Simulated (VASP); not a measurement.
# Ta2Bi2O (P6/mmm) in VASP: relaxation of cell and atoms with PBE

Aim: the relaxation of cell and atoms of Ta2Bi2O with PBE.

All numbers are computed with VASP 6.6.1; they aren't measurements. Logs are shortened: lines on timing, memory, paths and dates and some standing lists are left out, and cuts for length are marked.

## 1. The crystal as given

It takes space group P6/mmm (No. 191, hexagonal). The conventional cell has a = 4.013 Å, b = 4.013 Å, c = 7.778 Å, α = 90.00°, β = 90.00°, γ = 120.00°. Ta (site symmetry 6mm) has 1 O at 1.96 Å as nearest neighbours. Around Bi (site symmetry -6m2) lie 3 Bi at 2.32 Å and 3 O at 2.32 Å. Around O (site symmetry 6/mmm) lie 2 Ta at 1.96 Å.

The cell was built by a generator and needn't be a form met in nature.

## 2. Relaxation of cell and atoms, PBE

Input file INCAR:

```
SYSTEM = Ta2Bi2O
ALGO     = Fast           ! electronic algorithm
EDIFF    = 1E-4           ! SCF threshold, eV
EDIFFG   = -0.08          ! ionic threshold
ENCUT    = 520            ! plane-wave cutoff, eV
GGA      = PE             ! functional
IBRION   = 2              ! ionic algorithm
ISIF     = 3              ! what is computed and relaxed
ISMEAR   = 0              ! smearing method
LASPH    = .TRUE.         ! aspherical terms in the spheres
LCHARG   = .FALSE.        ! write CHGCAR
LREAL    = .FALSE.        ! projectors in reciprocal space
LWAVE    = .FALSE.        ! write WAVECAR
NELM     = 60             ! most SCF steps
NSW      = 24             ! ionic steps
PREC     = Normal         ! precision mode
SIGMA    = 0.15           ! smearing width, eV
```

Input file KPOINTS:

```
k-points
0
G
  4 4 2
  0 0 0
```

Input file POSCAR:

```
Ta2Bi2O
1.0
    4.0134473500      0.0000000000      0.0000000000
   -2.0067236800      3.4757473600      0.0000000000
    0.0000000000      0.0000000000      7.7778641900
Ta Bi O
2 2 1
Direct
    0.0000000000      0.0000000000      0.7477605200
    0.0000000000      0.0000000000      0.2522394800
    0.3333333300      0.6666666700      0.0000000000
    0.6666666700      0.3333333300      0.0000000000
    0.0000000000      0.0000000000      0.0000000000
```

Potentials or basis: VASP PAW PBE potentials, release 64 (Ta_pv, Bi_d, O).

The run is started by

```console
cat potpaw_PBE.64/Ta_pv/POTCAR potpaw_PBE.64/Bi_d/POTCAR potpaw_PBE.64/O/POTCAR > POTCAR
mpirun -np 1 vasp_std > vasp.out
```

OUTCAR:

```text
SYSTEM = Ta2Bi2O
   EDIFF = 1E-4
   EDIFFG = -0.08
   ENCUT = 520
   GGA = PE
   IBRION = 2
   ISIF = 3
   ISMEAR = 0
   LASPH = .TRUE.
   LREAL = .FALSE.
   NELM = 60
   NSW = 24
   PREC = Normal

 ion  position               nearest neighbor table
   1  0.000  0.000  0.748-   5 1.96   4 3.04   3 3.04   4 3.04   3 3.04   4 3.04   3 3.04
   2  0.000  0.000  0.252-   5 1.96   4 3.04   3 3.04   4 3.04   3 3.04   4 3.04   3 3.04
   3  0.333  0.667  0.000-   4 2.32   4 2.32   5 2.32   5 2.32   5 2.32   4 2.32   1 3.04   2 3.04
                             1 3.04   2 3.04   1 3.04   2 3.04
   4  0.667  0.333  0.000-   3 2.32   3 2.32   5 2.32   5 2.32   5 2.32   3 2.32   1 3.04   2 3.04
                             2 3.04   1 3.04   2 3.04   1 3.04
   5  0.000  0.000  0.000-   1 1.96   2 1.96   3 2.32   4 2.32   4 2.32   3 2.32   4 2.32   3 2.32

  LATTYP: Found a hexagonal cell.
 ALAT       =     4.0134473500
 C/A-ratio  =     1.9379509713

  Lattice vectors:

 A1 = (   4.0134473500,   0.0000000000,   0.0000000000)
 A2 = (  -2.0067236800,   3.4757473600,   0.0000000000)
 A3 = (   0.0000000000,   0.0000000000,   7.7778641900)

Analysis of symmetry for initial positions (statically):
=====================================================================
 Subroutine PRICEL returns:
 Original cell was already a primitive cell.

 Routine SETGRP: Setting up the symmetry group for a
 hexagonal supercell.

 Subroutine GETGRP returns: Found 24 space group operations
 (whereof 24 operations were pure point group operations)
 out of a pool of 24 trial point group operations.

The static configuration has the point symmetry D_6h.

Analysis of symmetry for dynamics (positions and initial velocities):
=====================================================================
 Subroutine PRICEL returns:
 Original cell was already a primitive cell.

 Routine SETGRP: Setting up the symmetry group for a
 hexagonal supercell.

 Subroutine GETGRP returns: Found 24 space group operations
 (whereof 24 operations were pure point group operations)
 out of a pool of 24 trial point group operations.

The dynamic configuration has the point symmetry D_6h.

 Subroutine INISYM returns: Found 24 space group operations
 (whereof 24 operations are pure point group operations),
 and found     1 'primitive' translations

----------------------------------------------------------------------------------------

                                     Primitive cell

  volume of cell :     108.4991

  direct lattice vectors                    reciprocal lattice vectors
     4.013447350  0.000000000  0.000000000     0.249162357  0.143853954  0.000000000
    -2.006723680  3.475747360  0.000000000     0.000000000  0.287707908  0.000000000
     0.000000000  0.000000000  7.777864190     0.000000000  0.000000000  0.128570000

  length of vectors
     4.013447350  4.013447351  7.777864190     0.287707908  0.287707908  0.128570000

  position of ions in fractional coordinates (direct lattice)
     0.000000000  0.000000000  0.747760520
     0.000000000  0.000000000  0.252239480
     0.333333330  0.666666670  0.000000000
     0.666666670  0.333333330  0.000000000
     0.000000000  0.000000000  0.000000000

  ion indices of the primitive-cell ions
   primitive index   ion index
                 1           1
                 2           2
                 3           3
                 4           4
                 5           5

----------------------------------------------------------------------------------------

 KPOINTS: k-points

Automatic generation of k-mesh.
 Grid dimensions read from file:
 generate k-points for:    4    4    2

 Generating k-lattice:

  Cartesian coordinates                     Fractional coordinates (reciprocal lattice)
     0.062290589  0.035963489  0.000000000     0.250000000  0.000000000  0.000000000
     0.000000000  0.071926977  0.000000000     0.000000000  0.250000000  0.000000000
     0.000000000  0.000000000  0.064285000     0.000000000  0.000000000  0.500000000

  Length of vectors
     0.071926977  0.071926977  0.064285000

  Shift w.r.t. Gamma in fractional coordinates (k-lattice)
     0.000000000  0.000000000  0.000000000

 Subroutine IBZKPT returns following result:
 ===========================================

 Found      8 irreducible k-points:

 Following reciprocal coordinates:
            Coordinates               Weight
  0.000000  0.000000  0.000000      1.000000
  0.250000 -0.000000  0.000000      6.000000
  0.500000 -0.000000  0.000000      3.000000
  0.250000  0.250000  0.000000      6.000000
  0.000000  0.000000  0.500000      1.000000
  0.250000 -0.000000  0.500000      6.000000
  0.500000 -0.000000  0.500000      3.000000
  0.250000  0.250000  0.500000      6.000000
   k-points           NKPTS =      8   k-points in BZ     NKDIM =      8   number of bands    NBANDS=     34
   number of dos      NEDOS =    301   number of ions     NIONS =      5
   total plane-waves  NPLWV =  27648
   dimension x,y,z NGX =    24 NGY =   24 NGZ =   48
   dimension x,y,z NGXF=    48 NGYF=   48 NGZF=   96
   ions per type =               2   2   1
   NGX,Y,Z   is equivalent  to a cutoff of   9.94,  9.94, 10.26 a.u.
   NGXF,Y,Z  is equivalent  to a cutoff of  19.88, 19.88, 20.52 a.u.
 SYSTEM =  Ta2Bi2O
   PREC   = normal    normal or accurate (medium, high low for compatibility)
   ISTART =      0    job   : 0-new  1-cont  2-samecut
   ICHARG =      2    charge: 1-file 2-atom 10-const
   ISPIN  =      1    spin polarized calculation?
   LNONCOLLINEAR =      F non collinear calculations
   LSORBIT =      F    spin-orbit coupling
   LASPH  =      T    aspherical Exc in radial PAW
   ENCUT  =  520.0 eV  38.22 Ry    6.18 a.u.   7.46  7.46 14.46*2*pi/ulx,y,z
   NELM   =     60;   NELMIN=  2; NELMDL= -5     # of ELM steps
   EDIFF  = 0.1E-03   stopping-criterion for ELM
   LREAL  =      F    real-space projection
   EDIFFG = -.8E-01   stopping-criterion for IOM
   NSW    =     24    number of steps for IOM
   IBRION =      2    ionic relax: 0-MD 1-quasi-New 2-CG
   NFREE  =      1    steps in history (QN), initial steepest desc. (CG)
   ISIF   =      3    stress and relaxation
   ISYM   =      2    0-nonsym 1-usesym 2-fastsym
   POTIM  = 0.5000    time-step for ionic-motion
   TEBEG  =    0.0;   TEEND  =   0.0 temperature during run
   PSTRESS=    0.0 pullay stress
   NELECT =      58.0000    total number of electrons
   NUPDOWN=      -1.0000    fix difference up-down
   EMIN   =  10.00;   EMAX   =-10.00  energy-range for DOS
   EFERMI =   0.00;   METHOD = LEGACY
   ISMEAR =     0;   SIGMA  =   0.15  broadening in eV -4-tet -1-fermi 0-gaus
   EFERMI_NEDOS =   21; number of points for ismear=-14 and -15
   IALGO  =     68    algorithm
   IMIX   =      4    mixing-type and parameters
     AMIX     =   0.40;   BMIX     =  1.00
     AMIX_MAG =   1.60;   BMIX_MAG =  1.00
  volume/ion in A,a.u.               =      21.70       146.44
  Fermi-wavevector in a.u.,A,eV,Ry     =   1.328644  2.510774 24.018312  1.765296
  Thomas-Fermi vector in A             =   2.457866
   LORBIT       =      0    0 simple, 1 ext, 2 COOP (PROOUT), +10 PAW based schemes
   GGA     = PE    functional components
   LHFCALC =     F    Hartree Fock is set to
   AEXX    =    0.0000 exact exchange contribution
   IVDW    =     0    specifies the selected vdW correction
   LEPSILON=     F    determine dielectric tensor
   LRPA    =     F    only Hartree local field effects (RPA)
 conjugate gradient relaxation of ions
 non-spin polarized calculation
 RMM-DIIS sequential band-by-band and
 Gauss-broadening in eV      SIGMA  =   0.15
  energy-cutoff  :      520.00
  volume of cell :      108.50
 maximum number of plane-waves:      2951
   NGX = 15   NGY = 15   NGZ = 29

--------------------------------------- Ionic step        1  -------------------------------------------

 number of electron      58.0000027 magnetization

 Free energy of the ion-electron system (eV)
  ---------------------------------------------------
  ext. energy  EPLUGINS =         0.00000000
  ---------------------------------------------------
  free energy    TOTEN  =       -14.62329778 eV

  energy without entropy =      -14.56088215  energy(sigma->0) =      -14.59208996

 E-fermi :   7.5106     XC(G=0): -10.6413

 val. band max:        7.5016793626   @ k =   0.2500   0.2500   0.5000
 cond. band min:       7.5584342471   @ k =   0.2500  -0.0000   0.5000
 fundamental gap:      0.0567548846
 Fermi energy:         7.5106324998
[... 636 lines left out ...]
     33      -0.0566      0.01336
     34       0.7481      0.00000

------------------------ aborting loop EDIFF was not reached (unconverged)  ----------------------------

  FORCE on cell =-STRESS in cart. coord.  units (eV):
  Direction    XX          YY          ZZ          XY          YZ          ZX
  --------------------------------------------------------------------------------------
  -------------------------------------------------------------------------------------
  Total      -33.9196869    -33.9196869    -30.4666656      0.0000001     -0.0000000      0.0000000
  in kB     -168.0107007   -168.0107004   -150.9072254      0.0000004     -0.0000000      0.0000000
  external PRESSURE =    -162.3095422 kB  Pullay stress =       0.0000000 kB
[... 59 lines left out ...]
  FREE ENERGIE OF THE ION-ELECTRON SYSTEM (eV)
  ---------------------------------------------------
  free  energy   TOTEN  =       -26.4609142201 eV

  energy  without entropy=      -26.2814444936  energy(sigma->0) =      -26.37117936

[... ionic steps 4 to 14 ...]

--------------------------------------- Ionic step       15  -------------------------------------------

 number of electron      58.0000221 magnetization

------------------------ aborting loop because EDIFF is reached ----------------------------------------
[... 73 lines left out ...]
--------------------------------------- Ionic step       17  -------------------------------------------

 number of electron      58.0000057 magnetization

 Free energy of the ion-electron system (eV)
  ---------------------------------------------------
  ext. energy  EPLUGINS =         0.00000000
  ---------------------------------------------------
  free energy    TOTEN  =       -30.27162563 eV

  energy without entropy =      -30.18200748  energy(sigma->0) =      -30.22681656

 E-fermi :   3.7619     XC(G=0):  -9.2276

 val. band max:        3.7000293645   @ k =   0.2500   0.2500   0.0000
 cond. band min:       3.7896452173   @ k =   0.2500  -0.0000   0.5000
 fundamental gap:      0.0896158528
 Fermi energy:         3.7618810965
[... 326 lines left out ...]
  FREE ENERGIE OF THE ION-ELECTRON SYSTEM (eV)
  ---------------------------------------------------
  free  energy   TOTEN  =       -30.2716256346 eV

  energy  without entropy=      -30.1820074828  energy(sigma->0) =      -30.22681656

 reached required accuracy - stopping structural energy minimisation
```

Run time: 8.1 min. Hardware: 1 thread of Intel Xeon Platinum 8259CL at 2.50GHz (Skylake/Cascade Lake), shared host; peak memory 0.19 GiB.

Results:

- Free energy: -30.2716 eV
- Relaxed volume: 30.32 Å³/atom
- Relaxed cell: a = 5.257 Å, b = 5.257 Å, c = 6.332 Å, α = 90.00°, β = 90.00°, γ = 120.00°
- Space group after relaxing (to 0.05 Å): P6/mmm (No. 191)
- Energy gained by relaxing: 3129.7 meV/atom
- Ionic steps: 17
- Pressure after relaxing: 0.0 GPa
- Largest force after relaxing: 0.015 eV/Å
- Band gap on the k mesh: none (metal or under the smearing width)

Forces in eV/Å, atoms in the order of the input:
```
Ta   0.000  0.000 -0.015
Ta   0.000  0.000  0.015
Bi   0.000  0.000  0.000
Bi   0.000  0.000  0.000
O    0.000  0.000  0.000
```

The path:
```csv
step,energy change (eV),largest force (eV/Å),pressure (GPa),volume (Å³)
1,0.0000,3.5966,70.98,108.50
2,-0.9432,3.4628,-16.23,323.46
3,-11.8376,2.5653,-7.41,186.71
4,-12.5593,2.6080,-6.31,181.59
5,-12.5924,2.4922,-5.18,177.43
6,-13.5791,10.8528,9.21,161.79
7,-14.7172,1.6288,-0.40,167.94
8,-14.7244,1.9476,0.00,167.61
9,-14.7257,2.1683,0.24,167.38
10,-15.0786,1.6180,-1.38,166.85
11,-14.8006,0.0833,-2.21,163.68
12,-14.8999,1.7305,-1.88,165.79
13,-14.9566,0.9635,-2.42,164.49
14,-15.4048,1.1630,-2.88,165.07
15,-15.5956,0.5032,-1.40,155.00
16,-15.5968,0.4553,-1.27,155.11
17,-15.6483,0.0154,0.00,151.58
```

Final structure:
```cif
data_structure
_symmetry_space_group_name_H-M 'P 1'
_symmetry_Int_Tables_number 1
_cell_length_a 5.2575
_cell_length_b 5.2575
_cell_length_c 6.3323
_cell_angle_alpha 90.000
_cell_angle_beta 90.000
_cell_angle_gamma 120.000
_cell_volume 151.58
loop_
_atom_site_label
_atom_site_type_symbol
_atom_site_fract_x
_atom_site_fract_y
_atom_site_fract_z
_atom_site_occupancy
Ta1 Ta 0.00000 0.00000 0.70456 1
Ta2 Ta 0.00000 0.00000 0.29544 1
Bi1 Bi 0.33333 0.66667 0.00000 1
Bi2 Bi 0.66667 0.33333 0.00000 1
O1 O 0.00000 0.00000 0.00000 1
```

Levels at points of the mesh, in eV from the Fermi level:
| k point | band 26 | band 27 | band 28 | band 29 | band 30 | band 31 | band 32 | band 33 |
| --- | --- | --- | --- | --- | --- | --- | --- | --- |
| (0.00, 0.00, 0.00) | -2.07 | 0.04 | 0.33 | 0.33 | 0.58 | 0.58 | 0.91 | 1.64 |
| (0.50, 0.00, 0.00) | -1.62 | -0.77 | -0.24 | -0.14 | 0.09 | 0.31 | 0.55 | 1.03 |
| (0.00, 0.00, 0.50) | -0.91 | -0.91 | -0.19 | -0.19 | 0.36 | 0.65 | 1.56 | 1.69 |
| (0.50, 0.00, 0.50) | -2.12 | -1.16 | -0.95 | -0.51 | 0.31 | 0.38 | 0.95 | 1.67 |

Caveat: the k mesh is coarse (spacing up to 0.45 Å⁻¹), so the values aren't converged; the volume moved by over 15 % at a fixed basis, so the end points are rough; spin-orbit coupling is left out, which moves the levels of the heavy elements; the relaxation stopped at a loose force limit of 0.08 eV/Å, so its end isn't a converged minimum.
